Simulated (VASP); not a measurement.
# Co: surface energy and work function by face, part 5 of 5

Aim: compare the low-index faces of Co at one level of theory.

VASP 6.6.1; PBE, spin-polarised from a ferromagnetic start; plane waves and PAW (Co).

Still holding for the runs below: The magnetic state follows from one typed start and may not be the lowest.

So far. Step 5 (Potential and states of the slab, 8 atoms, face …): The vacuum level lies 4.92 eV above the Fermi level at the upper face; both faces agree, as the slab has next to no dipole. Step 6 (Relaxing the slab, 12 atoms, face Co(10-10)): The run ended after 6 ionic steps, 0.040 eV below its first step, once the forces on the free atoms met EDIFFG = -0.03.

**7. Vacuum level and density of states, 12 atoms, face Co(10-10)**

INCAR

```
SYSTEM = Co
PREC = Normal
ENCUT = 320
EDIFF = 1E-06
NELM = 120
ISMEAR = 1
SIGMA = 0.15
LREAL = .FALSE.
ALGO = Fast
GGA = PE
NBANDS = 86
ISPIN = 2
MAGMOM = 2 2 2 2 2 2 2 2 2 2 2 2
LASPH = .TRUE.
LMAXMIX = 4
LORBIT = 11
LWAVE = .FALSE.
LCHARG = .TRUE.
KPAR = 4
IDIPOL = 3
LDIPOL = .TRUE.
DIPOL = 0.5 0.5 0.5
LVHAR = .TRUE.
LVACPOTAV = .TRUE.
NEDOS = 1500
```

POSCAR

```
Co
1.0
    2.4880051214      0.0000000000      0.0000000000
    0.0000000000      4.0246253001      0.0000000000
    0.0000000000      0.0000000000     26.4916034127
Co
12
Direct
    0.0000000000      0.0000000000      0.2854391565
    0.5000000000      0.0000000000      0.3639011060
    0.5000000000      0.5000000000      0.3091934904
    0.0000000000      0.0000000000      0.4456348111
    0.0000000000      0.5000000000      0.3909050335
    0.5000000000      0.0000000000      0.5272138219
    0.5000000000      0.5000000000      0.4727861781
    0.0000000000      0.0000000000      0.6090949665
    0.0000000000      0.5000000000      0.5543651889
    0.5000000000      0.0000000000      0.6908065096
    0.5000000000      0.5000000000      0.6360988940
    0.0000000000      0.5000000000      0.7145608435
```

KPOINTS

```
Automatic mesh
0
Gamma
12 8 1
0 0 0
```

PAW data sets: Co (PBE family, release 64).

Command:

```bash
> mpirun -np 4 vasp_std
```

The program printed:

```text
[... set-up lines as in an earlier step ...]
 entering main loop
       N       E                     dE             d eps       ncg     rms          rms(c)
DAV:   1     0.717873722569E+03    0.71787E+03   -0.35436E+04 12088   0.102E+03
DAV:   2    -0.282903497530E+02   -0.74616E+03   -0.68810E+03 12040   0.272E+02
DAV:   3    -0.922294221739E+02   -0.63939E+02   -0.57140E+02 12770   0.109E+02
DAV:   4    -0.936525632924E+02   -0.14231E+01   -0.14173E+01 13174   0.190E+01
DAV:   5    -0.936938092662E+02   -0.41246E-01   -0.41244E-01 18238   0.205E+00    0.357E+01
RMM:   6    -0.118640570507E+03   -0.24947E+02   -0.10876E+02 13651   0.590E+01    0.644E+01
RMM:   7    -0.124755539864E+03   -0.61150E+01   -0.24847E+01 13876   0.242E+01    0.730E+01
RMM:   8    -0.926210595430E+02    0.32134E+02   -0.21790E+01 13232   0.256E+01    0.493E+01
RMM:   9    -0.822704714118E+02    0.10351E+02   -0.15585E+01 13513   0.214E+01    0.353E+01
RMM:  10    -0.807393464014E+02    0.15311E+01   -0.38631E+00 12995   0.110E+01    0.281E+01
RMM:  11    -0.786953734951E+02    0.20440E+01   -0.28992E+00 13324   0.943E+00    0.180E+01
RMM:  12    -0.796116139134E+02   -0.91624E+00   -0.13463E+00 13590   0.554E+00    0.845E+00
RMM:  13    -0.805453821535E+02   -0.93377E+00   -0.95542E-01 13087   0.471E+00    0.134E+01
RMM:  14    -0.802182628279E+02    0.32712E+00   -0.59659E-01 13273   0.406E+00    0.668E+00
RMM:  15    -0.810701913349E+02   -0.85193E+00   -0.56422E-01 14033   0.278E+00    0.846E+00
RMM:  16    -0.810887036367E+02   -0.18512E-01   -0.21490E-01 13685   0.227E+00    0.566E+00
RMM:  17    -0.813500551911E+02   -0.26135E+00   -0.21407E-01 14259   0.173E+00    0.583E+00
RMM:  18    -0.813371203368E+02    0.12935E-01   -0.38842E-02 13872   0.851E-01    0.417E+00
RMM:  19    -0.813087838866E+02    0.28336E-01   -0.11477E-02 13873   0.426E-01    0.245E+00
RMM:  20    -0.813828748526E+02   -0.74091E-01   -0.18071E-02 14631   0.353E-01    0.179E+00
RMM:  21    -0.814279578194E+02   -0.45083E-01   -0.84687E-03 14543   0.227E-01    0.149E+00
RMM:  22    -0.814824259596E+02   -0.54468E-01   -0.12361E-02 15159   0.227E-01    0.115E+00
RMM:  23    -0.815211972677E+02   -0.38771E-01   -0.21864E-02 15834   0.369E-01    0.851E-01
RMM:  24    -0.815180812400E+02    0.31160E-02   -0.62139E-03 14961   0.239E-01    0.563E-01
RMM:  25    -0.815442490176E+02   -0.26168E-01   -0.38104E-03 14691   0.169E-01    0.316E-01
RMM:  26    -0.815661722741E+02   -0.21923E-01   -0.12116E-03 14331   0.103E-01    0.222E-01
RMM:  27    -0.815902288104E+02   -0.24057E-01   -0.55159E-04 14285   0.671E-02    0.133E-01
RMM:  28    -0.816177733370E+02   -0.27545E-01   -0.63518E-04 14675   0.621E-02    0.778E-02
RMM:  29    -0.816508437385E+02   -0.33070E-01   -0.10240E-03 15192   0.711E-02    0.110E-01
RMM:  30    -0.816715059043E+02   -0.20662E-01   -0.41921E-04 14841   0.548E-02    0.125E-01
RMM:  31    -0.816848805366E+02   -0.13375E-01   -0.36461E-04 15060   0.473E-02    0.798E-02
RMM:  32    -0.816902051492E+02   -0.53246E-02   -0.11428E-04 14677   0.297E-02    0.445E-02
RMM:  33    -0.816914478017E+02   -0.12427E-02   -0.15095E-05 13622   0.123E-02    0.291E-02
RMM:  34    -0.816919867410E+02   -0.53894E-03   -0.54599E-06 11340   0.757E-03    0.192E-02
RMM:  35    -0.816923735846E+02   -0.38684E-03   -0.39660E-06 10971   0.587E-03    0.139E-02
RMM:  36    -0.816924911995E+02   -0.11761E-03   -0.23882E-06 10488   0.577E-03    0.855E-03
RMM:  37    -0.816925435563E+02   -0.52357E-04   -0.15679E-06 10155   0.490E-03    0.668E-03
RMM:  38    -0.816925639431E+02   -0.20387E-04   -0.75503E-07  9567   0.349E-03    0.648E-03
RMM:  39    -0.816925719270E+02   -0.79839E-05   -0.30065E-07  9229   0.239E-03    0.429E-03
RMM:  40    -0.816925753075E+02   -0.33805E-05   -0.15934E-07  9034   0.177E-03    0.286E-03
RMM:  41    -0.816925762208E+02   -0.91328E-06   -0.51774E-08  8217   0.104E-03
 [... a notice as in an earlier step ...]

   1 F= -.81692576E+02 E0= -.81694873E+02  d E =0.689160E-02  mag=    19.9750
```

Run time: 4.7 min. Hardware: 4 MPI ranks of AMD EPYC 7R13 (Zen 3), shared host; peak memory 2.1 GiB.

OUTCAR, selected parts (step 7):

```text
   NELECT =     108.0000    total number of electrons

 E-fermi :   2.7117

 spin component 1
 k-point     1 :       0.0000    0.0000    0.0000
  band No.  band energies     occupation
    ...
     62       2.0375      1.00000
     63       2.0937      1.00000
     64       2.1542      1.00000
     65       2.1542      1.00000
     66       2.5220      1.03522
     67       3.1825     -0.00004
     68       3.5547     -0.00000
     69       4.4335     -0.00000
     70       5.9683      0.00000
     71       6.4749      0.00000
    ...

 k-point     2 :       0.0833    0.0000    0.0000
  band No.  band energies     occupation
    ...
     61       2.0019      1.00000
     62       2.0079      1.00000
     63       2.0599      1.00000
     64       2.0813      1.00000
     65       2.0935      1.00000
     66       2.8672     -0.02850
     67       3.8550     -0.00000
     68       3.8771     -0.00000
     69       4.8706     -0.00000
     70       6.2847      0.00000
    ...

  Total       -1.9477980     -2.2565196     -0.5022207      0.0000000      0.0000000      0.0000000
  in kB      -11.7643932    -13.6290228     -3.0333341      0.0000000      0.0000000      0.0000000
  external PRESSURE =      -9.4755834 kB  Pullay stress =       0.0000000 kB

 POSITION                                       TOTAL-FORCE (eV/Angst)
 -----------------------------------------------------------------------------------
      0.00000      0.00000      7.56174         0.000000      0.000000      0.015580
      1.24400      0.00000      9.64032         0.000000      0.000000      0.012087
      1.24400      2.01231      8.19103         0.000000      0.000000      0.008620
      0.00000      0.00000     11.80558         0.000000      0.000000      0.026574
      0.00000      2.01231     10.35570         0.000000      0.000000      0.002565
      1.24400      0.00000     13.96674         0.000000      0.000000      0.011400
      1.24400      2.01231     12.52486         0.000000      0.000000     -0.011400
      0.00000      0.00000     16.13590         0.000000      0.000000     -0.002565
      0.00000      2.01231     14.68602         0.000000      0.000000     -0.026574
      1.24400      0.00000     18.30057         0.000000      0.000000     -0.008620
      1.24400      2.01231     16.85128         0.000000      0.000000     -0.012087
      0.00000      2.01231     18.92986         0.000000      0.000000     -0.015580
 -----------------------------------------------------------------------------------
    total drift:                                0.000000      0.000000      0.000000

  FREE ENERGIE OF THE ION-ELECTRON SYSTEM (eV)
  ---------------------------------------------------
  free  energy   TOTEN  =       -81.6925762208 eV

  energy  without entropy=      -81.6994678206  energy(sigma->0) =      -81.69487342

 vacuum level on the upper side and lower side of the slab         7.420         7.420

 magnetization (x)
# of ion       s       p       d       tot
------------------------------------------
    1       -0.005  -0.036   1.841   1.800
    2       -0.015  -0.053   1.732   1.664
    3       -0.015  -0.049   1.748   1.685
    4       -0.014  -0.054   1.702   1.634
    5       -0.012  -0.055   1.731   1.664
    6       -0.015  -0.054   1.704   1.634
    7       -0.015  -0.054   1.704   1.634
    8       -0.012  -0.055   1.731   1.664
    9       -0.014  -0.054   1.702   1.634
   10       -0.015  -0.049   1.748   1.685
   11       -0.015  -0.053   1.732   1.664
   12       -0.005  -0.036   1.841   1.800
--------------------------------------------------
tot         -0.154  -0.602  20.918  20.162

[... 9 parts as in an earlier step ...]

[... 14 further parts left out ...]
```

This step gave:

```
electronic cycles                          : 41
free energy (TOTEN)                        : -81.6926 eV
energy at zero smearing                    : -81.6949 eV
vacuum levels                              : 7.42, 7.42 eV
work functions of the upper and lower face : 4.708, 4.708 eV
```

The planar average of the electrostatic potential oscillates, so the rows of the table below give means over windows of 2.15 Å about each position, cut where the curve ends. Its maxima inside the range that stand out by 2 % of the span (Å: eV): 8.9: -3.36, 11.0: -3.25, 13.2: -3.23, 15.5: -3.25, 17.6: -3.36. Its minima: 7.8: -17.2, 10.0: -15.7, 12.1: -15.6, 14.3: -15.6, 16.4: -15.7, 18.7: -17.2.

Zero at the Fermi level. The planar average of the electrostatic potential by height; means over each step:

height (Å), planar average of the electrostatic potential (eV) and a bar from the least value:
```
     1.07        4.7 ##############################
     3.22        4.7 ##############################
     5.37        4.4 #############################
     7.52       -9.1 ###
     9.67      -10.4 
    11.82      -10.3 #
    13.97      -10.3 #
    16.12      -10.3 
    18.27      -10.6 
    20.42        2.8 ##########################
    22.57        4.7 ##############################
    24.72        4.7 ##############################
```

Density of states in the PAW spheres, an atom over height of the layer and energy from the Fermi level.

Values in states/eV, 22 rows by 12 columns, each cell a mean:
```
1.54 1.11 0.96 0.81 0.81 0.89 0.89 0.81 0.81 0.96 1.11 1.54
1.07 0.94 0.90 0.87 0.91 0.87 0.87 0.91 0.87 0.90 0.94 1.07
1.30 1.17 0.99 1.04 1.20 1.26 1.26 1.20 1.04 0.99 1.17 1.30
2.56 2.66 2.67 3.16 3.24 3.23 3.23 3.24 3.16 2.67 2.66 2.56
2.42 2.66 2.54 2.44 2.16 2.20 2.20 2.16 2.44 2.54 2.66 2.42
2.07 2.11 1.59 1.45 1.49 1.43 1.43 1.49 1.45 1.59 2.11 2.07
2.44 2.12 1.64 1.59 1.79 1.80 1.80 1.79 1.59 1.64 2.12 2.44
2.33 1.99 1.86 2.18 2.26 2.20 2.20 2.26 2.18 1.86 1.99 2.33
1.72 1.76 1.94 1.95 1.81 1.90 1.90 1.81 1.95 1.94 1.76 1.72
1.51 1.52 1.54 1.39 1.39 1.32 1.32 1.39 1.39 1.54 1.52 1.51
1.19 1.25 1.37 1.31 1.31 1.30 1.30 1.31 1.31 1.37 1.25 1.19
0.66 0.84 1.17 1.09 1.13 1.17 1.17 1.13 1.09 1.17 0.84 0.66
0.73 0.85 1.15 1.00 0.92 0.93 0.93 0.92 1.00 1.15 0.85 0.73
0.42 0.53 0.88 0.77 0.69 0.67 0.67 0.69 0.77 0.88 0.53 0.42
0.25 0.31 0.48 0.48 0.46 0.45 0.45 0.46 0.48 0.48 0.31 0.25
0.14 0.16 0.19 0.18 0.19 0.18 0.18 0.19 0.18 0.19 0.16 0.14
0.12 0.14 0.16 0.15 0.16 0.16 0.16 0.16 0.15 0.16 0.14 0.12
0.06 0.08 0.11 0.10 0.10 0.10 0.10 0.10 0.10 0.11 0.08 0.06
0.07 0.09 0.12 0.10 0.10 0.10 0.10 0.10 0.10 0.12 0.09 0.07
0.05 0.06 0.08 0.07 0.07 0.08 0.08 0.07 0.07 0.08 0.06 0.05
0.03 0.05 0.09 0.09 0.07 0.06 0.06 0.07 0.09 0.09 0.05 0.03
0.02 0.03 0.06 0.06 0.05 0.05 0.05 0.05 0.06 0.06 0.03 0.02
```
Columns: height of the layer (Å) from 7.6 to 18.9 (not evenly spaced); rows upwards: energy from the Fermi level (eV) from -7.9 to 0.5.

Spin density in the ca plane at fractional y = 0.000, with atoms of Co within 0.2 Å of it.

Ten even steps from '0' (0.0 e/Å³) to '9' (2.5 e/Å³), each cell a mean:
```
61000000015730000000026730000000000000000000
20001100002310001100002310001100000000000000
00014630000000014520000000025520000000000000
00016951000000027940000000038830000000000000
00015840000000026730000000037730000000000000
10002310001100002210001100002200000000000000
41000000014630000000015520000000000000000000
82000000027940000000038930000000000000000000
```
Columns run along c (16.0 Å, from fractional 0.30 to 0.90 of the cell), rows up along a (2.5 Å). Atoms in or near the plane, at fractional coordinates: Co at (0.36, 0.50), Co at (0.45, 0.00), Co at (0.53, 0.50), Co at (0.61, 0.00), Co at (0.69, 0.50).

Valence density in the ca plane at fractional y = 0.000, with atoms of Co within 0.2 Å of it. It is the smooth field of the valence electrons, not physical close to the nuclei.

Values in e/Å³, 5 rows by 16 columns, each cell a mean:
```
2.2 0.5 0.5 2.2 3.3 0.4 0.6 0.9 4.3 0.5 0.6 0.2 0.0 0.0 0.0 0.0
0.5 2.6 2.2 0.5 0.7 1.3 3.4 0.4 0.8 0.6 3.9 0.6 0.0 0.0 0.0 0.0
0.3 4.2 3.5 0.3 0.3 2.0 5.6 0.4 0.3 0.7 6.4 0.8 0.0 0.0 0.0 0.0
1.0 1.5 1.2 0.9 1.3 0.8 1.9 0.5 1.7 0.5 2.1 0.4 0.0 0.0 0.0 0.0
2.9 0.3 0.3 2.9 4.5 0.3 0.4 1.2 5.9 0.6 0.4 0.2 0.0 0.0 0.0 0.0
```
Columns run along c (16.0 Å, from fractional 0.30 to 0.90 of the cell), rows up along a (2.5 Å). Atoms in or near the plane, at fractional coordinates: Co at (0.36, 0.50), Co at (0.45, 0.00), Co at (0.53, 0.50), Co at (0.61, 0.00), Co at (0.69, 0.50).

The map of layer states is cut here 0.5 eV above the Fermi level, so it leaves out the states above that.

The vacuum level lies 4.71 eV above the Fermi level at the upper face; both faces agree, as the slab has next to no dipole.

The program found no field-free point at its default tolerance, but its printed level agrees with the flat part of the planar average.

On this mesh the fine structure of the density of states is sampling noise, and high empty states may be cut by the number of bands.

**8. The faces side by side**

This step: surfaces of a metal, PBE; plane waves and PAW (VASP 6.6.1).

No new run; the numbers come from the runs before.

Symmetric slabs, all atoms free. All faces:

```
     face  layers  area a surface atom (Å²)  work function (eV)  surface energy as cut (J/m²)  surface energy relaxed (J/m²)  change of the top spacing (%)  moment of the top atom (μB)
 Co(0001)       8                     5.361               4.924                         2.135                          2.094                          -2.93                        1.727
Co(10-10)      12                     10.01               4.708                         2.304                          2.272                         -12.38                          1.8
```

Each surface energy is the slab's energy less its number of atoms times the bulk energy of -7.0446 eV, over twice the cell's area.

**9. Results**

```yaml
co_0001: 2.09 J/m², 4.92 eV
co_10_10: 2.27 J/m², 4.71 eV
```

The cheapest face is Co(0001) at 2.09 J/m², against 2.27 for Co(10-10). The work functions are 4.92 eV for Co(0001) and 4.71 eV for Co(10-10). The densest face has the highest work function, as the smoothing of the electron density over an open face lowers the surface dipole. The densest face is also the cheapest, since it cuts the fewest bonds an area. The top spacing changes by -2.9 % on Co(0001) and -12.4 % on Co(10-10). The top atom holds 1.73 μB on Co(0001) and 1.80 μB on Co(10-10). Of the two ends of the prism face, the one with the short outer spacing was run. One thickness was run for each face, and bulk and slab meshes don't match, which leaves some hundredths of a J/m². The cells are 1 × 1 and can't reconstruct.

[Lines on the potential files, build, host, timing and source positions are cut from VASP's logs without a mark.]

[Logs are printed without paths, hosts, clocks, repeated set-up lines and the standing remarks that a program may print on its own settings, such as how far it seeks lower states.]

[Hosts, paths, dates, database ids (printed as entryN), source tags and the programs' standing remarks are cut or masked in the printed files.]

[Runs that stopped without an error message from VASP are left out.]
